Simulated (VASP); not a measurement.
# SiO2 (Stishovite): NMR shieldings, part 5 of 5

Aim: NMR shielding tensors and field gradients of SiO2 (Stishovite). The cell is of the rutile type, one of the forms listed for this formula, which need not be the common one. The start is a cell from a database of measured crystal structures.

VASP 6.6.1, plane waves and PAW; the level of theory is named at each step.

So far. Step 2 (Ground state): The cell has a gap of 5.61 eV on this mesh and a pressure of +11.3 GPa, which holds the misfit of the given cell and coordinates with this functional, and any error of cutoff, mesh and data sets. Forces of up to 0.093 eV/Å remain in these settings.

## 4. Another functional (continued)

Level of this step: chemical shifts by linear response (GIPAW), LDA; plane waves and PAW (Si, O) (VASP).

OUTCAR, selected parts (step 4):

```text
 Found     24 irreducible k-points:

   NELECT =      32.0000    total number of electrons

  Total       -0.4991910     -0.4991910      0.2276595      0.0000000      0.0000000      0.0000000
  in kB      -17.1971403    -17.1971403      7.8428731      0.0000000      0.0000000      0.0000000
  external PRESSURE =      -8.8504692 kB  Pullay stress =       0.0000000 kB

 POSITION                                       TOTAL-FORCE (eV/Angst)
 -----------------------------------------------------------------------------------
      2.08865      2.08865      1.33260         0.000000     -0.000000      0.000000
      0.00000      0.00000      0.00000         0.000000     -0.000000      0.000000
      3.36649      0.81081      1.33260        -0.024370      0.024370      0.000000
      2.89946      2.89946      0.00000         0.024370      0.024370      0.000000
      0.81081      3.36649      1.33260         0.024370     -0.024370      0.000000
      1.27784      1.27784      0.00000        -0.024370     -0.024370      0.000000
 -----------------------------------------------------------------------------------
    total drift:                                0.000000      0.000000     -0.000000

 Electric field gradients after diagonalization (V/A^2)
 (convention: |V_zz| > |V_xx| > |V_yy|)
----------------------------------------------------------------------
 ion       V_xx      V_yy      V_zz     asymmetry (V_yy - V_xx)/ V_zz
----------------------------------------------------------------------
   1     -16.990    -3.402    20.392       0.666
   2     -16.990    -3.402    20.392       0.666
   3      60.575    45.666  -106.242       0.140
   4      60.575    45.666  -106.242       0.140
   5      60.575    45.666  -106.242       0.140
   6      60.575    45.666  -106.242       0.140
----------------------------------------------------------------------

  ORBITAL MAGNETIC SUSCEPTIBILITY, excluding core contribution
 -------------------------------------------------------------
  Approximate magnetic susceptibility, pGv (10^-6 cm^3/mole)
     1        -34.100572         -0.000000          0.000000
     2         -0.000000        -34.100572          0.000000
     3          0.000000          0.000000        -34.093634
 -------------------------------------------------------------
  Approximate magnetic susceptibility, vGv (10^-6 cm^3/mole)
     1        -31.612626          0.000000          0.000000
     2         -0.000000        -31.612626          0.000000
     3          0.000000          0.000000        -31.242442

  BDIR labels direction of applied magnetic field (i.e. B0)
  For BDIR==1, B0 along x-axis, etc.
  Induced field listed along cartesian directions for each BDIR
 ------------------------------------------------------------------------------------------
                 EXCLUDING G=0 CONTRIBUTION              INCLUDING G=0 CONTRIBUTION
 ------------------------------------------------------------------------------------------
  ion  BDIR            X           Y           Z                X           Y           Z
          (   iso_shield        span        skew ) (   iso_shield        span        skew )
 ------------------------------------------------------------------------------------------
    1     1     506.4403    -11.2769      0.0000         518.1555    -11.2769      0.0000
          2     -11.2769    506.4403      0.0000         -11.2769    518.1555      0.0000
          3       0.0000      0.0000    496.6730           0.0000      0.0000    508.3861
          (     503.1845     22.5538      0.8661 ) (     514.8990     22.5538      0.8663 )

    2     1     506.4403     11.2769      0.0000         518.1555     11.2769      0.0000
          2      11.2769    506.4403      0.0000          11.2769    518.1555      0.0000
          3       0.0000      0.0000    496.6730           0.0000      0.0000    508.3861
          (     503.1845     22.5538      0.8661 ) (     514.8990     22.5538      0.8663 )

    3     1     124.6182    -32.7624      0.0000         136.3334    -32.7624      0.0000
          2     -32.7624    124.6182      0.0000         -32.7624    136.3334      0.0000
          3      -0.0000      0.0000    126.6407          -0.0000      0.0000    138.3539
          (     125.2924     65.5248     -0.0617 ) (     137.0069     65.5248     -0.0617 )

    4     1     124.6182     32.7624      0.0000         136.3334     32.7624      0.0000
          2      32.7624    124.6182      0.0000          32.7624    136.3334      0.0000
          3       0.0000     -0.0000    126.6407           0.0000     -0.0000    138.3539
          (     125.2924     65.5248     -0.0617 ) (     137.0069     65.5248     -0.0617 )

    5     1     124.6182    -32.7624      0.0000         136.3334    -32.7624      0.0000
          2     -32.7624    124.6182      0.0000         -32.7624    136.3334      0.0000
          3      -0.0000      0.0000    126.6407          -0.0000      0.0000    138.3539
          (     125.2924     65.5248     -0.0617 ) (     137.0069     65.5248     -0.0617 )

    6     1     124.6182     32.7624      0.0000         136.3334     32.7624      0.0000
          2      32.7624    124.6182      0.0000          32.7624    136.3334      0.0000
          3      -0.0000     -0.0000    126.6407          -0.0000     -0.0000    138.3539
          (     125.2924     65.5248     -0.0617 ) (     137.0069     65.5248     -0.0617 )
 ------------------------------------------------------------------------------------------

[... 10 parts as in an earlier step ...]

[... 1 further part left out ...]
```

The PAW data sets were made with PBE, though LDA sets exist; this is a small mismatch.

Numbers from this step:

- free energy (TOTEN): -51.8917 eV
- Fermi energy: 8.038 eV
- pressure: -0.8850 GPa
- gap on the k-mesh: 5.641 eV
- least direct gap on the k-mesh: 5.641 eV

Valence and core; the G = 0 term is that of a spherical sample. NMR shielding, by row:

| atom | isotropic shielding (ppm) | span (ppm) | skew | isotropic shielding without the G = 0 term (ppm) |
| --- | --- | --- | --- | --- |
| Si1 | 514.9 | 22.55 | 0.8663 | 503.2 |
| Si2 | 514.9 | 22.55 | 0.8663 | 503.2 |
| O3 | 137 | 65.52 | -0.0617 | 125.3 |
| O4 | 137 | 65.52 | -0.0617 | 125.3 |
| O5 | 137 | 65.52 | -0.0617 | 125.3 |
| O6 | 137 | 65.52 | -0.0617 | 125.3 |

Ordered as |Vzz| ≥ |Vxx| ≥ |Vyy|, the program's way. Electric field gradients, by row:

| atom | Vxx (V/Å²) | Vyy (V/Å²) | Vzz (V/Å²) | asymmetry |
| --- | --- | --- | --- | --- |
| Si1 | -16.99 | -3.402 | 20.39 | 0.666 |
| Si2 | -16.99 | -3.402 | 20.39 | 0.666 |
| O3 | 60.58 | 45.67 | -106.2 | 0.14 |
| O4 | 60.58 | 45.67 | -106.2 | 0.14 |
| O5 | 60.58 | 45.67 | -106.2 | 0.14 |
| O6 | 60.58 | 45.67 | -106.2 | 0.14 |

Against the first shielding run the largest change is -8.8 ppm, on O3.

## 5. Summary

This step: chemical shifts by linear response (GIPAW), PBE, LDA; plane waves and PAW (VASP 6.6.1).

This step runs nothing: it gathers the runs above.

Isotropic shieldings. Cost is wall time times ranks on a shared host. Shieldings by setting:

| run | ENCUT (eV) | k mesh | Si1, Wyckoff letter a (ppm) | O3, Wyckoff letter f (ppm) | cost (core minutes) |
| --- | --- | --- | --- | --- | --- |
| first shielding run | 560 | 5x5x7 | 519.6 | 145.8 | 3.27 |
| another functional | 560 | 5x5x7 | 514.9 | 137 | 3.53 |

## 6. Results

- Si, isotropic shielding: 519.6 ppm
- O, isotropic shielding: 145.8 ppm

In words: At PBE, in the first shielding run, the isotropic shieldings are Si 519.6 ppm; O 145.8 ppm. In the first shielding run the widest tensor is that of O3, with a span (largest less smallest principal value) of 66.2 ppm. The largest field gradient of that run is Vzz = -109 V/Å² at O3. Against the first shielding run, the one with another functional moves the shieldings by at most 8.8 ppm. Shifts were not obtained, since a shift is the shielding of a reference compound, computed alike, less these values. The G = 0 term is the part set by the sample's shape, taken here for a sphere. No finer mesh was run, so convergence in it isn't shown. VASP's guide advises LASPH and NLSPLINE for shieldings, which this input doesn't set; the effect wasn't tested. Where the functional isn't the one that the data sets were made with, the shieldings hold that mismatch too. The cell is of the rutile type, one of the forms listed for this formula, which need not be the common one. The given cell is kept, although it stands at +11.2 GPa at PBE and ENCUT = 560 eV, which holds the mismatch of the given cell with this functional, any error of the entry itself and any basis-set error. The atoms weren't relaxed and carry forces of up to 0.093 eV/Å at PBE in the first shielding run, so the numbers belong to the given coordinates, and a relaxation would change them.

[Lines on the potential files, build, host, timing and source positions are cut from VASP's logs without a mark.]

[Logs are printed without paths, hosts, clocks, repeated set-up lines and the standing remarks that a program may print on its own settings, such as how far it seeks lower states.]

[Hosts, paths, dates, database ids (printed as entryN), source tags and the programs' standing remarks are cut or masked in the printed files.]
